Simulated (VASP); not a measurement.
YbS, 2 atoms in the cell. The structure is cubic, space group Fm-3m (No. 225). Conventional cell: a = 5.677 Å, b = 5.677 Å, c = 5.677 Å, α = 90.00°, β = 90.00°, γ = 90.00°. Yb (site symmetry m-3m) has 6 S at 2.84 Å as nearest neighbours. S (site symmetry m-3m) is surrounded by 6 Yb at 2.84 Å. 

| Quantity | Value |
| --- | --- |
| Program | VASP 6.6.1 |
| Task | single point |
| Functional | PBEsol |
| Potentials or basis | VASP PAW PBE potentials, release 64 (Yb, S) |
| Cutoff | 520 eV |
| k mesh | 7 × 7 × 7 |
| Occupations | methfessel-paxton, width 0.05 eV |
| Spin | no spin polarisation |
| Dipole correction | no |
| Further INCAR settings | ALGO = Normal; EDIFF = 1e-06; NBANDS = 22 |

Potentials or basis: VASP PAW PBE potentials, release 64 (Yb, S).

Launch:

```console
$ cat potpaw_PBE.64/Yb/POTCAR potpaw_PBE.64/S/POTCAR > POTCAR
$ mpirun -np 1 vasp_std > vasp.out
```

Hardware: 1 thread of Intel(R) Xeon(R) Platinum 8488C (Sapphire Rapids), on a shared host.

Problem. Estimate the wall time of this run.

Solution. Wall time 23 s on 1 thread of Intel(R) Xeon(R) Platinum 8488C (Sapphire Rapids), with other jobs on the host, peak memory 0.18 GiB. Counts: scf iterations 17, k points 20.
